CoAl is an ordered metal in which each cobalt atom has eight aluminium neighbours, and each aluminium atom eight cobalt neighbours. The density-functional calculation below sorts its filled states by their shape inside a sphere around each atom: s, p or d. For each shape, the table gives the number of electrons and their mean energy (the band centre), counted from the Fermi energy.

VASP 6.6.1 plane-wave DFT for CoAl (Pm-3m) at the given geometry, with the AM05 functional, PBE PAW potentials, collinear spins, a 520 eV cutoff, a 9×9×9 k mesh and Methfessel–Paxton smearing of 0.2 eV. Electrons and band centres come from the projected density of states, from a window floor of −12 eV up to the Fermi energy, which is the energy zero.

```
projection name  projection electrons (e)  projection band centre (eV)
       Co1_d_up                     3.740                       -2.040
     Co1_d_down                     3.740                       -2.040
       Co1_p_up                     0.270                       -4.040
     Co1_p_down                     0.270                       -4.040
       Al2_p_up                     0.220                       -3.850
     Al2_p_down                     0.220                       -3.850
       Co1_s_up                     0.220                       -6.310
     Co1_s_down                     0.220                       -6.310
       Al2_s_up                     0.200                       -6.960
     Al2_s_down                     0.200                       -6.960
```

The calculation started with parallel magnetic moments on the atoms and ended with none. The up and down rows are therefore equal, and five distinct rows remain.

**(a) What simple pattern do the s and p rows follow, and what smooth model would produce it?**

*Solution.* The shape of the wave matters more than the element. Going from s to p raises the centre by 2.27 eV on cobalt and by 3.11 eV on aluminium. Going from one element to the other at fixed shape changes it by only 0.65 eV for s and 0.19 eV for p.

Within one shell, a free atom also has s below p. The small difference between the elements, however, is what one expects of electrons that run through the whole crystal instead of belonging to one atom. The simplest such system is a free-electron gas, a good first picture of aluminium metal. Its slow electrons have long wavelengths and look almost constant across an atomic sphere, which is s character. Fast electrons change sign within a short distance, and so they bring in p character and, more weakly, d character. Since fast electrons have higher energy, the p centre must lie above the s centre.

The argument can be made quantitative. Let l be 0, 1 or 2 for s, p or d, and let k be the wave number, so that the energy grows as k². Near the centre of a sphere, the part of a plane wave with character l has an amplitude proportional to kˡ, hence a weight proportional to k²ˡ. The number of states between k and k + dk grows as k² dk. Averaging k² with both factors up to the Fermi energy gives (2l + 3)/(2l + 5) of its highest value. If W is the energy from the bottom of the gas to the Fermi energy, the centre thus lies 2W/(2l + 5) below the Fermi energy.

**(b) Which row breaks this pattern, by how much, and why?**

*Solution.* The width W follows from the density of the gas. Cobalt brings nine valence electrons and aluminium three, and 7.48 of these twelve are counted as Co d, which leaves 4.52 for the gas. This split is rough, because the parts of the Co d orbitals that reach beyond the sphere are counted with the gas. The cubic cell has an edge of 2.819 Å, so the density is n = 4.52/2.819³ = 0.202 per Å³. The highest wave number is then (3π²n)^(1/3) = 1.81 Å⁻¹, and with ħ²/2m = 3.81 eV Å² the width is W = 3.81 × 1.81² ≈ 12.5 eV.

The model places the centres 5.0 eV (s), 3.6 eV (p) and 2.8 eV (d) below the Fermi energy. It takes the d count from the table, but none of the centres. It reproduces the order and brings both p rows within half an electronvolt. The output printed after this text compares every row with its estimate.

The s rows lie deeper than the model says, by 1.3 eV on cobalt and 1.9 eV on aluminium. Part of this comes from the assumption of a small sphere. A sphere reaching halfway to the neighbour has a radius of 1.2 Å, while the fastest electrons have a wavelength of about 3.5 Å. In such a sphere the fast electrons carry less weight of each shape than the formula assumes, so the true free-electron centres lie deeper, most of all for s. The pull of the atomic cores and mixing with the Co d states may add to this, but the calculation does not separate these effects.

Co d is the only distinct row that misses in the other direction: its centre lies 0.7 eV closer to the Fermi energy than the estimate. A larger sphere would only widen this gap. This miss is smaller than those of the s rows, so the centre alone would be weak evidence. The population shows the break plainly. If all twelve valence electrons were spread evenly over the cell, a cobalt sphere of radius 1.2 Å would hold about four electrons of all shapes together, yet the calculation finds 7.48 of d shape alone.

The cause is the 3d shell of the cobalt atom. Its orbitals are compact and overlap little with their neighbours, so they form narrow bands instead of joining the broad gas. The shell has room for ten electrons and is only partly filled, so the Fermi energy must lie within the energy range of its bands. The filled part of such a narrow group of bands cannot lie far below the Fermi energy. The value of −2.04 eV describes this filled part; the centre of the whole d band, empty states included, is higher.

The same reasoning helps with neighbouring metals. In zinc the 3d shell is full, so its band need not touch the Fermi energy, and it is known to lie far below it. In aluminium metal there is no such shell, and any d part of the filled states belongs to the passing waves.

**(c) A free cobalt atom has no 4p electron, whereas a free aluminium atom has one 3p electron. Why does the table show slightly more p electrons on cobalt than on aluminium?**

*Solution.* Adding both spins gives 0.54 p electrons on cobalt and 0.44 on aluminium. Judged by the free atoms, this is the second irregularity of the table. It disappears once the label is read for what it is: a statement about the shape of a wave inside a sphere, not about the atom that supplied the electron.

A wave that spreads from the aluminium neighbours into the cobalt sphere can be positive on one side of the cobalt nucleus and negative on the other. Seen from that nucleus, such a slope is p character, and the projection books it as Co p even if no cobalt 4p orbital takes part. Theory leads us to expect this contribution, although the calculation does not split Co p into neighbour tails and true 4p. The nearly equal p centres of the two elements fit the picture, because both spheres then sample the same spread-out waves. Which count comes out slightly larger also depends on the sizes of the two spheres, so the small excess on cobalt should not be given a chemical meaning of its own.

For the same reason, these populations should not be used as ionic charges, for example to judge which element is oxidised. The projections add up to 9.3 of the twelve valence electrons. The other 2.7 lie mostly between the spheres, where the projection assigns them to neither atom.

Output of the analysis:

```
Co d electrons, both spins (e): 7.48
Co p electrons, both spins (e): 0.54
Co s electrons, both spins (e): 0.44
Al p electrons, both spins (e): 0.44
Al s electrons, both spins (e): 0.4
all projected electrons (e): 9.3
valence electrons outside the projections (e): 2.7
Co d share of the projected electrons (percent): 80.43
Co d sphere charge less projected Co d electrons (e): 0.055
Co p centre less Co s centre (eV): 2.27
Al p centre less Al s centre (eV): 3.11
Co s centre less Al s centre (eV): 0.65
Al p centre less Co p centre (eV): 0.19
Co d centre less Co p centre (eV): 2
electrons in the model gas per cell (e): 4.52
filled width of the free-electron gas (eV): 12.54
Free-electron estimate in small spheres:
         row  computed centre eV  estimated centre eV  computed less estimated eV  width the row would need eV
    Co1_d_up               -2.04               -2.788                      0.7476                         9.18
  Co1_d_down               -2.04               -2.788                      0.7476                         9.18
    Co1_p_up               -4.04               -3.584                      -0.456                        14.14
  Co1_p_down               -4.04               -3.584                      -0.456                        14.14
    Al2_p_up               -3.85               -3.584                      -0.266                        13.47
  Al2_p_down               -3.85               -3.584                      -0.266                        13.47
    Co1_s_up               -6.31               -5.018                      -1.292                        15.77
  Co1_s_down               -6.31               -5.018                      -1.292                        15.77
    Al2_s_up               -6.96               -5.018                      -1.942                         17.4
  Al2_s_down               -6.96               -5.018                      -1.942                         17.4
```
